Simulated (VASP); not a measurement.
An input for Ansatz (written as the equivalent of a VASP run, and not itself run):

Ansatz 0.2 input:
```yaml
crystal:
  lattice:
    - [1.4550000, -2.5201340, 0.0000000]
    - [1.4550000, 2.5201340, 0.0000000]
    - [0.0000000, 0.0000000, 2.8400000]
  atoms:
    - { symbol: W, position: [0.0000000, 0.0000000, 0.0000000] }
    - { symbol: C, position: [0.3333330, 0.6666670, 0.5000000] }
kpoints:
  mp_grid: { grid: [13, 13, 12] }
hamiltonian:
  xc: r2scan
  dispersion: rvv10
  pseudopotentials: { kind: paw }
scf:
  occupations: { method: methfessel_paxton, width: 0.1 }
  max_iter: 100
relax:
  max_steps: 60
  f_tol: 0.01
  cell: {}
output: { forces: true, stress: true, eigenvalues: true }
```

Q: Translate this input to VASP (INCAR, KPOINTS, POSCAR, choice of POTCAR).

A: This is not unique; one that fits is 
### KPOINTS
```
kpoints
0
Gamma
13 13 12
```

File POSCAR:
```
WC
1.0
  1.4550000000  -2.5201340000   0.0000000000
  1.4550000000   2.5201340000   0.0000000000
  0.0000000000   0.0000000000   2.8400000000
W C
1 1
Cartesian
  0.0000000000   0.0000000000   0.0000000000
  1.4550000000   0.8400463468   1.4200000000
```

**INCAR**
```
ALGO = Normal
BPARAM = 11.95
CPARAM = 0.0093
EDIFF = 1E-6
EDIFFG = -0.01
ENCUT = 520
IBRION = 2
ISIF = 3
ISMEAR = 1
LASPH = .TRUE.
LCHARG = .FALSE.
LMAXMIX = 6
LMIXTAU = .TRUE.
LREAL = .FALSE.
LUSE_VDW = .TRUE.
LWAVE = .FALSE.
METAGGA = R2SCAN
NELM = 100
NSW = 60
PREC = Accurate
SIGMA = 0.1
SYSTEM = WC
```

POTCAR, in this order: W_sv C (PBE.64 set). Program: vasp_std.

What does not carry over: each code has its own PAW files, so the cut-off isn't converted (ENCUT is set for VASP's; basis.ecutwfc is left out, and Ansatz then takes the one that its files recommend); Ansatz stops its SCF on the density residual and VASP on the energy change (EDIFF).

The compound is WC in the wc structure. This run relaxes it. Symmetry was kept, so distortions that lower it aren't found.
